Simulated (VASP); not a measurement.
Output of a VASP run:

File OSZICAR:
```
...
DAV:   6    -0.217073179741E+02    0.28361E-05   -0.20432E-05  2176   0.625E-02    0.564E-03
DAV:   7    -0.217073190305E+02   -0.10564E-05   -0.42098E-06  1520   0.163E-02    0.249E-03
DAV:   8    -0.217073190736E+02   -0.43130E-07   -0.49180E-07  1496   0.702E-03
   4 F= -.21707319E+02 E0= -.21707319E+02  d E =-.663969E-02
       N       E                     dE             d eps       ncg     rms          rms(c)
DAV:   1    -0.218620423269E+02   -0.15472E+00   -0.11391E+01  1536   0.286E+01    0.223E+00
DAV:   2    -0.217684044364E+02    0.93638E-01   -0.42396E-01  1864   0.707E+00    0.135E+00
DAV:   3    -0.217170559081E+02    0.51349E-01   -0.62695E-02  1848   0.296E+00    0.343E-01
DAV:   4    -0.217144580956E+02    0.25978E-02   -0.11292E-02  2272   0.114E+00    0.735E-02
DAV:   5    -0.217145255575E+02   -0.67462E-04   -0.15622E-03  1728   0.421E-01    0.365E-02
DAV:   6    -0.217144974876E+02    0.28070E-04   -0.18970E-04  2208   0.153E-01    0.117E-02
DAV:   7    -0.217145028805E+02   -0.53929E-05   -0.40196E-05  1664   0.469E-02    0.764E-03
DAV:   8    -0.217145034471E+02   -0.56656E-06   -0.42699E-06  1872   0.261E-02    0.181E-03
DAV:   9    -0.217145036803E+02   -0.23320E-06   -0.92910E-07  1680   0.918E-03    0.747E-04
DAV:  10    -0.217145037836E+02   -0.10330E-06   -0.12900E-07  1128   0.240E-03    0.157E-04
DAV:  11    -0.217145037886E+02   -0.49731E-08   -0.10816E-08   808   0.133E-03
   5 F= -.21714504E+02 E0= -.21714504E+02  d E =-.138244E-01
       N       E                     dE             d eps       ncg     rms          rms(c)
DAV:   1    -0.217147218438E+02   -0.21806E-03   -0.15997E-02  1568   0.108E+00    0.837E-02
DAV:   2    -0.217145909984E+02    0.13085E-03   -0.57887E-04  2264   0.305E-01    0.512E-02
DAV:   3    -0.217145179287E+02    0.73070E-04   -0.87587E-05  1920   0.131E-01    0.135E-02
DAV:   4    -0.217145143262E+02    0.36025E-05   -0.22906E-05  2224   0.463E-02    0.278E-03
DAV:   5    -0.217145144212E+02   -0.94993E-07   -0.24208E-06  1656   0.142E-02    0.996E-04
DAV:   6    -0.217145143589E+02    0.62271E-07   -0.10556E-07  1128   0.515E-03
   6 F= -.21714514E+02 E0= -.21714514E+02  d E =-.138350E-01
       N       E                     dE             d eps       ncg     rms          rms(c)
DAV:   1    -0.217146125457E+02   -0.98125E-04   -0.80108E-03  1560   0.764E-01    0.592E-02
DAV:   2    -0.217145463680E+02    0.66178E-04   -0.27803E-04  2264   0.213E-01    0.361E-02
DAV:   3    -0.217145098735E+02    0.36495E-04   -0.43481E-05  1936   0.923E-02    0.941E-03
DAV:   4    -0.217145081242E+02    0.17493E-05   -0.11315E-05  2224   0.325E-02    0.197E-03
DAV:   5    -0.217145081806E+02   -0.56451E-07   -0.12063E-06  1552   0.996E-03    0.697E-04
DAV:   6    -0.217145081427E+02    0.37863E-07   -0.54137E-08   904   0.366E-03
   7 F= -.21714508E+02 E0= -.21714508E+02  d E =-.138288E-01
       N       E                     dE             d eps       ncg     rms          rms(c)
DAV:   1    -0.217144321306E+02    0.76050E-04   -0.64916E-02  1728   0.141E+00    0.195E-02
DAV:   2    -0.217145410668E+02   -0.10894E-03   -0.11792E-03  2112   0.358E-01    0.104E-02
DAV:   3    -0.217145402327E+02    0.83404E-06   -0.12349E-05  1896   0.294E-02    0.563E-03
DAV:   4    -0.217145397853E+02    0.44741E-06   -0.20018E-06  2192   0.189E-02    0.222E-03
DAV:   5    -0.217145398428E+02   -0.57444E-07   -0.40956E-07  1400   0.589E-03
   8 F= -.21714540E+02 E0= -.21714540E+02  d E =-.317000E-04
```

**OUTCAR**
```
------------------------ aborting loop because EDIFF is reached ----------------------------------------
  FORCE on cell =-STRESS in cart. coord.  units (eV):
  Direction    XX          YY          ZZ          XY          YZ          ZX
  --------------------------------------------------------------------------------------
  Total       -0.2450178     -0.2450178     -0.2331667      0.0000000      0.0000000      0.0000000
  in kB       -4.1573127     -4.1573127     -3.9562315      0.0000000      0.0000000      0.0000000
  external PRESSURE =      -4.0902856 kB  Pullay stress =       0.0000000 kB
  volume of cell :       94.43
      direct lattice vectors                 reciprocal lattice vectors
     4.061770240  0.000000000  0.000000000     0.246198072  0.000000000  0.000000000
     0.000000000  4.061770240 -0.000000000     0.000000000  0.246198072  0.000000000
     0.000000000 -0.000000000  5.723540491     0.000000000  0.000000000  0.174717031
 POSITION                                       TOTAL-FORCE (eV/Angst)
 -----------------------------------------------------------------------------------
      2.03089      4.06177      4.53124         0.000000     -0.000000      0.007313
      0.00000      2.03089      1.19230         0.000000      0.000000     -0.007313
      2.03089      2.03089      0.00000         0.000000     -0.000000      0.000000
      0.00000      0.00000      0.00000         0.000000      0.000000      0.000000
 -----------------------------------------------------------------------------------
    total drift:                                0.000000     -0.000000      0.000000
  FREE ENERGIE OF THE ION-ELECTRON SYSTEM (eV)
  ---------------------------------------------------
  free  energy   TOTEN  =       -21.7145398428 eV

  energy  without entropy=      -21.7145398428  energy(sigma->0) =      -21.71453984

 reached required accuracy - stopping structural energy minimisation
```
(Selected blocks of OUTCAR.)

**POSCAR**
```
PbO
1
    4.1380535762     0.0000000000     0.0000000000
    0.0000000000     4.1380535762     0.0000000000
    0.0000000000     0.0000000000     5.5144632583
Pb O
2 2
Direct
  0.5000000000   0.0000000000   0.7799030363
  0.0000000000   0.5000000000   0.2200969637
  0.5000000000   0.5000000000   0.0000000000
  0.0000000000   1.0000000000   0.0000000000
```

Write an INCAR and KPOINTS that could have produced this output.

Several could match; the one computed here: the input of the run itself, PW91 GGA, plane waves, VASP's PBE PAW potentials (set 64).

INCAR:
```
ALGO = Normal
EDIFF = 1E-7
EDIFFG = -0.01
ENCUT = 520
GGA = 91
IBRION = 2
ISIF = 4
ISMEAR = 0
LASPH = .TRUE.
LCHARG = .FALSE.
LMAXMIX = 4
LREAL = .FALSE.
LWAVE = .FALSE.
NELM = 100
NSW = 30
PREC = Accurate
SIGMA = 0.05
SYSTEM = PbO
```

KPOINTS:
```
Automatic mesh
0
Gamma
6 6 4
0 0 0
```

POTCAR, in this order: Pb_d O (PBE.64 set). Program: vasp_std.

Without a dispersion term in the relaxation, distances and binding between the weakly bound layers, chains or molecules are unreliable, and so is what depends on them.

The compound is PbO in the litharge structure. This cell is one point of a volume scan, at 1.06 of the reference volume. Symmetry was kept, so distortions that lower it aren't found.
